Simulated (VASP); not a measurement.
Energy against volume of Pb (fcc). Level of theory: revPBE GGA, VASP's PBE PAW potentials (set 64) (plane waves; VASP).

```tsv
V (Å³/atom)	E (eV/atom)
30.687	-3.21051
31.667	-3.22625
32.646	-3.23333
33.625	-3.23328
34.605	-3.22743
```

Q: Fit a third-order Birch-Murnaghan equation of state.

A: 
- volume per atom: 33.12 Å³/atom
- bulk modulus: 35.6 GPa
- pressure derivative of the bulk modulus: 5.74
- lattice constant a: 9.634 bohr

Measured: bulk modulus 47.0 GPa at 0 K (computed value off by -24.2 %), as given by H. Levämäki et al., Physical Review B (2014), arXiv:1402.3671 [corrected for temperature and zero-point phonon effects]; a 4.902 Å at 0 K (computed value off by +4.0 %), as given by Gábor I. Csonka et al., Physical Review B (2009), arXiv:0903.4037 [low-temperature or extrapolated to 0 K; zero-point anharmonic expansion removed].

The compound is Pb in the fcc structure. It was relaxed first, which changed the volume by +9 %.
